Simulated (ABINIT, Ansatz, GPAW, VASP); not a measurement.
## Ca2GaCu2 (Immm, 5 atoms in the cell) computed with different codes at matched settings

Self-consistent single point.

```
Ca2GaCu2
1.0
   -2.18686     2.72865     4.58024
    2.18686    -2.72865     4.58024
    2.18686     2.72865    -4.58024
Ca Ga Cu
2 1 2
Direct
  0.30549   0.80549   0.50000
  0.69451   0.19451   0.50000
  0.00000   0.00000   0.00000
  0.74647   0.50000   0.24647
  0.25353   0.50000   0.75353
```

All programs got the same cell, k-point mesh and kind of occupations (in Ansatz's words: kpoints.mp_grid.grid = 5 5 5; scf.occupations.method = fermi_dirac; scf.occupations.width = 0.1 eV); potentials, basis and cutoffs are each program's usual ones.

```json
[
 {"code": "VASP", "model": "PBEsol, VASP's PBE PAW potentials (set 64)", "pressure (GPa)": "-5.04", "largest force (eV/Å)": "0.037", "cutoff": "300 eV"},
 {"code": "ABINIT", "model": "PBEsol, PAW (JTH v2.0 PBE PAW, files made for PBE)", "pressure (GPa)": "-4.60", "largest force (eV/Å)": "0.046", "cutoff": "816 eV"},
 {"code": "GPAW", "model": "PBEsol, GPAW PAW datasets PBEsol (made by gpaw-setup)", "pressure (GPa)": "-4.07", "largest force (eV/Å)": "0.032", "cutoff": "850 eV"},
 {"code": "Ansatz", "model": "PBEsol, default PAW files made with PBE", "pressure (GPa)": "-4.52", "largest force (eV/Å)": "0.045", "cutoff": "420 eV"}
]
```

The spread over the programs that give each value: pressure within 0.97 GPa; largest force within 0.014 eV/Å.

The starting cell comes from a database of computed structures (which also holds hypothetical and non-ambient phases and stackings), without a prior relaxation at this level. Its lattice was rescaled by a random factor within 2.5 % of one. On Ansatz's run: Spin polarisation is off. In the base run, with a pressure of about -4 GPa the cell is away from its equilibrium volume at this level.

Problem. Why do the programs differ, and what cannot be compared?

Solution. Differences of this kind can come from the potentials, where these differ, and from what each basis and cutoff leave unconverged. The valence holds different numbers of electrons (VASP 55, ABINIT 71, GPAW 45, Ansatz (an electronic-structure program) 71). The zero of total energies and Fermi levels follows the potentials and each program's conventions, so they are not compared here. Ansatz's pressure is given at a fixed set of plane waves, as the other plane-wave codes print theirs.

VASP's run is marked for a possible Pulay error in its stress at this cutoff; no cutoff test was made.

Left out of this page: Quantum ESPRESSO, CP2K, Elk, FLEUR and SIESTA (not drawn, or without a comparable value).

Keys are those of Ansatz 0.2.
